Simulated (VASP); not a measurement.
A run of VASP 6.6.1 is set up as follows.

Contents of INCAR:

```
ALGO = Normal
EDIFF = 1E-6
EDIFFG = -0.01
ENCUT = 600
GGA = PS
IBRION = 2
ISIF = 3
ISMEAR = 1
KPAR = 4
LASPH = True
LCHARG = False
LREAL = False
LWAVE = False
NELM = 80
NSW = 90
PREC = Accurate
SIGMA = 0.1
```

Contents of KPOINTS:

```
k-points
0
Gamma
  8 12 8
```

File POSCAR:

```
SiNi
1.0
    5.1731000000      0.0000000000      0.0000000000
    0.0000000000      3.3381000000      0.0000000000
    0.0000000000      0.0000000000      5.6049000000
Si Ni
4 4
Direct
    0.3212800000      0.7500000000      0.0825000000
    0.1787200000      0.2500000000      0.5825000000
    0.8212800000      0.7500000000      0.4175000000
    0.6787200000      0.2500000000      0.9175000000
    0.0077900000      0.2500000000      0.1875200000
    0.4922100000      0.7500000000      0.6875200000
    0.5077900000      0.2500000000      0.3124800000
    0.9922100000      0.7500000000      0.8124800000
```

Potentials or basis: VASP PAW PBE potentials, release 64 (Si, Ni).

The run is started by

```console
$ cat potpaw_PBE.64/Si/POTCAR potpaw_PBE.64/Ni/POTCAR > POTCAR
$ mpirun -np 4 vasp_std > vasp.out
```

What does it give for the space group after relaxing (to 0.05 Å)?

Pnma (No. 62).

Estimate the relaxed cell.

a = 5.088 Å, b = 3.364 Å, c = 5.521 Å, α = 90.00°, β = 90.00°, γ = 90.00°.

Step by step:
| step | energy change (eV) | largest force (eV/Å) | pressure (GPa) | volume (Å³) |
| --- | --- | --- | --- | --- |
| 1 | 0.0000 | 0.0836 | -4.18 | 96.79 |
| 2 | 0.0011 | 0.1136 | 4.80 | 92.43 |
| 3 | -0.0301 | 0.0743 | 0.08 | 94.59 |
| 4 | -0.0325 | 0.0602 | 0.10 | 94.58 |
| 5 | -0.0366 | 0.0588 | 0.01 | 94.54 |
| 6 | -0.0368 | 0.0692 | 0.03 | 94.53 |
| 7 | -0.0384 | 0.0485 | -0.06 | 94.55 |
| 8 | -0.0390 | 0.0503 | -0.11 | 94.56 |
| 9 | -0.0396 | 0.0327 | 0.07 | 94.46 |
| 10 | -0.0397 | 0.0228 | 0.24 | 94.37 |
| 11 | -0.0399 | 0.0072 | -0.13 | 94.56 |
| 12 | -0.0399 | 0.0071 | -0.06 | 94.50 |

Caveat: the PAW data sets were made with another functional, which shifts forces and pressure a little. Spin polarisation is off, so any magnetic state and its effect on volume and gap are missing.
